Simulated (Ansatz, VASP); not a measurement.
# Cross-check of Ti (Titanium) between VASP and Ansatz, part 2 of 2

One calculation is typed for both programs; each brings its own data sets. How far apart do they land? The cell is taken from a series of runs on this material, whose earlier steps may have relaxed, scaled, displaced or heated it; both programs get it as it stands.

VASP 6.6.1 and Ansatz 0.2.0.

So far: The structure; Ansatz: zone-centre phonons, PBEsol.

### 3. VASP: zone-centre phonons, PBEsol

Level of this step: PBEsol; plane waves and PAW (Ti_sv) (VASP).

The same cell, functional, mesh and smearing now go to VASP, with its own data sets.

Lines of VASP's logs that name or quote its potential files are left out, and so is its time.

File INCAR:

```
SYSTEM = Ti
PREC = Accurate
ENCUT = 500
EDIFF = 1E-08
NELM = 120
ISMEAR = 1
SIGMA = 0.2
LREAL = .FALSE.
ALGO = Normal
GGA = PS
NBANDS = 18
LASPH = .TRUE.
LORBIT = 11
LWAVE = .FALSE.
LCHARG = .FALSE.
ISIF = 2
IBRION = 8
GGA_COMPAT = .FALSE.
KPAR = 2
```

File POSCAR:

```
Ti
1.0
    2.9201860499      0.0000000000      0.0000000000
   -1.4600930250      2.5289553030      0.0000000000
    0.0000000000      0.0000000000      4.6174370113
Ti
2
Direct
    0.3333333334      0.6666666668      0.2500000000
    0.6666666668      0.3333333334      0.7500000000
```

File KPOINTS:

```
Automatic mesh
0
Gamma
18 18 12
0 0 0
```

The projector-augmented-wave data sets are Ti_sv (PBE family, release 64).

Launch:

```bash
mpirun -np 2 vasp_std
```

Numbers of over 12 decimals in the logs are rounded to 6 here.

Log:

```text
[banner, memory and clock lines left out]
running    2 mpi-ranks, on    1 nodes
 distrk:  each k-point on    1 cores,    2 groups
 distr:  one band on    1 cores,    1 groups

 POSCAR found type information on POSCAR Ti
 POSCAR found :  1 types and       2 ions
|                                                                             |
|               ----> ADVICE to this user running VASP <----                  |
|                                                                             |
|     You enforced a specific xc type in the INCAR file but a different       |
|     [... a line on the potential file left out ...]
|     I HOPE YOU KNOW WHAT YOU ARE DOING!                                     |
|                                                                             |

 LDA part: xc-table for (Slater+PW92), standard interpolation
 POSCAR, INCAR and KPOINTS ok, starting setup
 FFT: planning ... GRIDC
 FFT: planning ... GRID_SOFT
 FFT: planning ... GRID
 WAVECAR not read
 entering main loop
       N       E                     dE             d eps       ncg     rms          rms(c)
DAV:   1     0.255019631039E+03    0.25502E+03   -0.13042E+04  9348   0.163E+03
DAV:   2     0.108372222782E+02   -0.24418E+03   -0.24103E+03  9488   0.452E+02
DAV:   3    -0.177816065694E+02   -0.28619E+02   -0.28320E+02 17632   0.127E+02
DAV:   4    -0.189209296756E+02   -0.11393E+01   -0.11385E+01 10642   0.267E+01
DAV:   5    -0.189794488195E+02   -0.58519E-01   -0.58508E-01 14628   0.422E+00    0.126E+01
DAV:   6    -0.166796269564E+02    0.22998E+01   -0.83366E+00 10942   0.303E+01    0.308E+00
DAV:   7    -0.166538102938E+02    0.25817E-01   -0.87823E-01 14254   0.705E+00    0.209E+00
DAV:   8    -0.166804908440E+02   -0.26681E-01   -0.22983E-01 10926   0.583E+00    0.742E-01
DAV:   9    -0.166709569809E+02    0.95339E-02   -0.55707E-02 11156   0.245E+00    0.697E-02
DAV:  10    -0.166713133695E+02   -0.35639E-03   -0.28944E-03 13650   0.366E-01    0.975E-02
DAV:  11    -0.166713888869E+02   -0.75517E-04   -0.25409E-04 10998   0.120E-01    0.348E-02
DAV:  12    -0.166713820528E+02    0.68341E-05   -0.39669E-05 11738   0.526E-02    0.765E-03
DAV:  13    -0.166713820933E+02   -0.40570E-07   -0.13529E-06 11386   0.107E-02    0.110E-03
DAV:  14    -0.166713822164E+02   -0.12304E-06   -0.29623E-07 14500   0.375E-03    0.897E-04
DAV:  15    -0.166713821739E+02    0.42526E-07   -0.26490E-08  9798   0.135E-03    0.182E-04
DAV:  16    -0.166713822043E+02   -0.30418E-07   -0.34611E-09  5372   0.410E-04    0.439E-05
DAV:  17    -0.166713822097E+02   -0.53756E-08   -0.11756E-09  5328   0.268E-04
   1 F= -.16671382E+02 E0= -.16673024E+02  d E =0.492400E-02
 Linear response reoptimize wavefunctions to high precision
DAV:   1    -0.166713822066E+02    0.30445E-08   -0.44613E-10  5494   0.142E-04
DAV:   2    -0.166713822066E+02   -0.26375E-10   -0.22739E-10  5250   0.919E-05
 Linear response DOF=           2
 Linear response progress:
  Degree of freedom:   1/  2
       N       E                     dE             d eps       ncg     rms          rms(c)
RMM:   1    -0.577848012484E+00   -0.57785E+00    0.27999E+01 41471   0.144E+02
RMM:   2    -0.553517201642E+00    0.24331E-01   -0.34745E-01 75545   0.474E+00    0.274E-01
RMM:   3    -0.550473784624E+00    0.30434E-02   -0.20405E-02 84526   0.125E+00    0.122E-01
RMM:   4    -0.550717701039E+00   -0.24392E-03   -0.84616E-03 98789   0.548E-01    0.169E-02
RMM:   5    -0.551319069505E+00   -0.60137E-03   -0.16803E-03104391   0.209E-01    0.110E-02
RMM:   6    -0.552086816475E+00   -0.76775E-03   -0.68956E-04103014   0.104E-01    0.396E-03
RMM:   7    -0.552292123617E+00   -0.20531E-03   -0.14243E-04104296   0.483E-02    0.276E-03
RMM:   8    -0.552332459160E+00   -0.40336E-04   -0.48278E-05104954   0.259E-02    0.232E-03
RMM:   9    -0.552452905988E+00   -0.12045E-03   -0.13244E-05 96460   0.155E-02    0.836E-04
RMM:  10    -0.552452310564E+00    0.59542E-06   -0.12003E-05107593   0.798E-03    0.319E-04
RMM:  11    -0.552432227228E+00    0.20083E-04   -0.42059E-06100314   0.456E-03    0.333E-04
RMM:  12    -0.552444407540E+00   -0.12180E-04   -0.10228E-05104846   0.270E-03    0.738E-05
RMM:  13    -0.552449744394E+00   -0.53369E-05   -0.51059E-06104144   0.177E-03    0.975E-05
RMM:  14    -0.552447457542E+00    0.22869E-05   -0.60736E-06106096   0.118E-03    0.380E-05
RMM:  15    -0.552447287878E+00    0.16966E-06   -0.36497E-06105902   0.841E-04    0.261E-05
RMM:  16    -0.552446650127E+00    0.63775E-06   -0.38770E-06103049   0.639E-04    0.490E-06
RMM:  17    -0.552446603804E+00    0.46323E-07   -0.25499E-06104056   0.504E-04    0.963E-06
RMM:  18    -0.552446750024E+00   -0.14622E-06   -0.24919E-06103210   0.407E-04    0.644E-06
RMM:  19    -0.552446749395E+00    0.62930E-09   -0.16361E-06107571   0.339E-04    0.984E-06
RMM:  20    -0.552446836418E+00   -0.87024E-07   -0.15940E-06102080   0.291E-04    0.123E-05
RMM:  21    -0.552446840355E+00   -0.39370E-08   -0.11329E-06105185   0.254E-04    0.144E-05
RMM:  22    -0.552446857863E+00   -0.17508E-07   -0.10075E-06 99177   0.227E-04    0.159E-05
RMM:  23    -0.552446851627E+00    0.62361E-08   -0.75914E-07 96438   0.206E-04    0.154E-05
RMM:  24    -0.552446813313E+00    0.38314E-07   -0.74927E-07102864   0.188E-04    0.165E-05
 first order change of Fermi-energy   0.43671E-04
 force on displaced ion       1 direction 1 :  -1.465  -0.000   0.000
 Linear response progress:
  Degree of freedom:   2/  2
       N       E                     dE             d eps       ncg     rms          rms(c)
RMM:   1    -0.680206673143E+00   -0.68021E+00    0.30985E+01 14258   0.146E+02
RMM:   2    -0.645077493378E+00    0.35129E-01   -0.35036E-01 26373   0.478E+00    0.286E-01
RMM:   3    -0.643055946251E+00    0.20215E-02   -0.25159E-02 28860   0.130E+00    0.127E-01
RMM:   4    -0.644226888618E+00   -0.11709E-02   -0.10757E-02 33059   0.584E-01    0.520E-02
RMM:   5    -0.644641668349E+00   -0.41478E-03   -0.20427E-03 31376   0.240E-01    0.208E-02
RMM:   6    -0.645180800310E+00   -0.53913E-03   -0.85682E-04 35149   0.128E-01    0.115E-02
RMM:   7    -0.645501577067E+00   -0.32078E-03   -0.15281E-04 34973   0.571E-02    0.754E-03
RMM:   8    -0.646003076969E+00   -0.50150E-03   -0.50542E-05 31709   0.342E-02    0.234E-03
RMM:   9    -0.646025756769E+00   -0.22680E-04   -0.14177E-05 35108   0.174E-02    0.918E-04
RMM:  10    -0.646005183433E+00    0.20573E-04   -0.86083E-06 35245   0.973E-03    0.261E-04
RMM:  11    -0.646007085570E+00   -0.19021E-05   -0.36037E-06 36419   0.560E-03    0.224E-04
RMM:  12    -0.646013781729E+00   -0.66962E-05   -0.21444E-06 35113   0.348E-03    0.911E-05
RMM:  13    -0.646016982599E+00   -0.32009E-05   -0.35085E-06 36430   0.230E-03    0.763E-05
RMM:  14    -0.646015215049E+00    0.17675E-05   -0.15930E-06 35317   0.158E-03    0.225E-05
[...]
RMM:  19    -0.646015788324E+00   -0.17081E-06   -0.18624E-06 35229   0.540E-04    0.231E-05
RMM:  20    -0.646015974148E+00   -0.18582E-06   -0.10814E-06 32600   0.488E-04    0.160E-05
RMM:  21    -0.646016309789E+00   -0.33564E-06   -0.12949E-06 32364   0.484E-04    0.216E-05
RMM:  22    -0.646016250333E+00    0.59456E-07   -0.94158E-07 32705   0.408E-04    0.128E-05
RMM:  23    -0.646016254307E+00   -0.39743E-08   -0.10477E-06 36881   0.369E-04    0.107E-05
RMM:  24    -0.646016273409E+00   -0.19102E-07   -0.87821E-07 34973   0.340E-04    0.103E-05
RMM:  25    -0.646016275917E+00   -0.25083E-08   -0.93128E-07 31879   0.322E-04    0.961E-06
RMM:  26    -0.646016273253E+00    0.26643E-08   -0.84255E-07 35073   0.301E-04    0.904E-06
 first order change of Fermi-energy  -0.17550E-03
 force on displaced ion       1 direction 3 :   0.000   0.000  -2.859
 Linear response finished
```

OUTCAR, selected parts (step 3):

```text
ion  position               nearest neighbor table
   1  0.333  0.667  0.250-   2 2.86   2 2.86   2 2.86   2 2.86   2 2.86   2 2.86
   2  0.667  0.333  0.750-   1 2.86   1 2.86   1 2.86   1 2.86   1 2.86   1 2.86

  LATTYP: Found a hexagonal cell.
 ALAT       =     2.9201860499
 C/A-ratio  =     1.5812132968

 Subroutine GETGRP returns: Found 24 space group operations
 (whereof 12 operations were pure point group operations)

The static configuration has the point symmetry D_3d.
 The point group associated with its full space group is D_6h.

 Found    259 irreducible k-points:

   k-points           NKPTS =    259   k-points in BZ     NKDIM =    259   number of bands    NBANDS=     18

   dimension x,y,z NGX =    24 NGY =   24 NGZ =   36
   dimension x,y,z NGXF=    48 NGYF=   48 NGZF=   72

   ENCUT  =  500.0 eV  36.75 Ry    6.06 a.u.   5.32  5.32  8.42*2*pi/ulx,y,z

   NELECT =      24.0000    total number of electrons

 k-points in reciprocal lattice and weights: Automatic mesh
   0.00000000  0.00000000  0.00000000       0.000
   0.05555556 -0.00000000  0.00000000       0.002
   0.11111111 -0.00000000  0.00000000       0.002
   0.16666667  0.00000000  0.00000000       0.002
   0.22222222  0.00000000  0.00000000       0.002
   0.27777778  0.00000000  0.00000000       0.002
   0.33333333  0.00000000  0.00000000       0.002
   0.38888889  0.00000000  0.00000000       0.002
   0.44444444  0.00000000  0.00000000       0.002
[...]
0.33333333  0.27777778  0.50000000       0.003
   0.33333333  0.33333333  0.50000000       0.001

 average (electrostatic) potential at core
       1 -72.0763       2 -72.0763

  Total       -0.5457743     -0.5457743     -0.5474422      0.0000000      0.0000000      0.0000000
  in kB      -25.6431307    -25.6431307    -25.7214963      0.0000000      0.0000000      0.0000000
  external PRESSURE =     -25.6692526 kB  Pullay stress =       0.0000000 kB

  energy-cutoff  :      500.00
  volume of cell :       34.10
      direct lattice vectors                 reciprocal lattice vectors
     2.920186050  0.000000000  0.000000000     0.342443934  0.197710098  0.000000000
    -1.460093025  2.528955303  0.000000000     0.000000000  0.395420195  0.000000000
     0.000000000  0.000000000  4.617437011     0.000000000  0.000000000  0.216570361

 POSITION                                       TOTAL-FORCE (eV/Angst)
 -----------------------------------------------------------------------------------
     -0.00000      1.68597      1.15436        -0.000000     -0.000000      0.000000
      1.46009      0.84299      3.46308         0.000000      0.000000     -0.000000
 -----------------------------------------------------------------------------------
    total drift:                               -0.000000     -0.000000      0.000000

 Eigenvectors and eigenvalues of the dynamical matrix
 ----------------------------------------------------

   1 f  =    5.402573 THz    33.945366 2PiTHz  180.210429 cm-1    22.343236 meV
             X         Y         Z           dx          dy          dz
     -0.000000  1.685970  1.154359     0.000000    0.000000    0.707107
      1.460093  0.842985  3.463078     0.000000    0.000000   -0.707107

   2 f  =    3.867464 THz    24.299996 2PiTHz  129.004727 cm-1    15.994540 meV
             X         Y         Z           dx          dy          dz
     -0.000000  1.685970  1.154359    -0.450047    0.545397   -0.000000
      1.460093  0.842985  3.463078     0.450047   -0.545397   -0.000000

   3 f  =    3.867464 THz    24.299996 2PiTHz  129.004727 cm-1    15.994540 meV
             X         Y         Z           dx          dy          dz
     -0.000000  1.685970  1.154359    -0.545397   -0.450047    0.000000
      1.460093  0.842985  3.463078     0.545397    0.450047    0.000000

   4 f  =    0.000000 THz     0.000000 2PiTHz    0.000002 cm-1     0.000000 meV
             X         Y         Z           dx          dy          dz
     -0.000000  1.685970  1.154359     0.252745    0.607603    0.258724
      1.460093  0.842985  3.463078     0.252745    0.607603    0.258724

   5 f  =    0.000000 THz     0.000000 2PiTHz    0.000001 cm-1     0.000000 meV
             X         Y         Z           dx          dy          dz
     -0.000000  1.685970  1.154359     0.659450   -0.217405   -0.133642
      1.460093  0.842985  3.463078     0.659450   -0.217405   -0.133642

   6 f/i=    0.000000 THz     0.000000 2PiTHz    0.000003 cm-1     0.000000 meV
             X         Y         Z           dx          dy          dz
     -0.000000  1.685970  1.154359    -0.035289    0.289055   -0.644361
      1.460093  0.842985  3.463078    -0.035289    0.289055   -0.644361

 ELASTIC MODULI CONTR FROM IONIC RELAXATION (kBar)
 Direction    XX          YY          ZZ          XY          YZ          ZX
 --------------------------------------------------------------------------------
 XX        -162.8111    162.8111     -0.0000      0.0000     -0.0000      0.0000
 YY         162.8111   -162.8111      0.0000      0.0000     -0.0000      0.0000
 ZZ          -0.0000      0.0000     -0.0000      0.0000      0.0000     -0.0000
 XY           0.0000      0.0000      0.0000   -162.8111      0.0000     -0.0000
 YZ          -0.0000     -0.0000      0.0000      0.0000     -0.0000      0.0000
 ZX           0.0000      0.0000     -0.0000     -0.0000      0.0000     -0.0000
 --------------------------------------------------------------------------------
```

### 4. Comparison

Known differences besides the potentials themselves: the cutoff is 420 eV in Ansatz and 500 eV in VASP; Ansatz makes its cores anew for this functional, VASP keeps those of its PBE data sets. Total energies have different zeros and are not compared.

Both answers:

```
                  quantity  Ansatz   VASP  difference
optical mode 1 to 2 (cm⁻¹)   128.9  129.0     -0.07 %
     optical mode 3 (cm⁻¹)   179.5  180.2     -0.41 %
```

Modes are paired by rising frequency, not by their patterns, so a pair may set unlike modes beside each other; they are those without the splitting of longitudinal modes.

### 5. Results

```yaml
r_m_s_difference_of_the_optical_zone_centre_modes_each_program_s_sorted_by_frequency_zone_centre_phonons_pbesol: 0.43 cm⁻¹
```

What this shows: The r.m.s. difference of the optical zone-centre modes, each program's sorted by frequency is 0.43 cm⁻¹ (zone-centre phonons, PBEsol). Such differences can come from data sets, numerical settings and the points named under the comparisons, not from the functional's error against experiment.

[Lines on the potential files, build, host, timing and source positions are cut from VASP's logs without a mark.]

[Logs are printed without paths, hosts, clocks, repeated set-up lines and the standing remarks that a program may print on its own settings, such as how far it seeks lower states.]

[Hosts, paths, dates, database ids (printed as entryN), source tags and the programs' standing remarks are cut or masked in the printed files.]
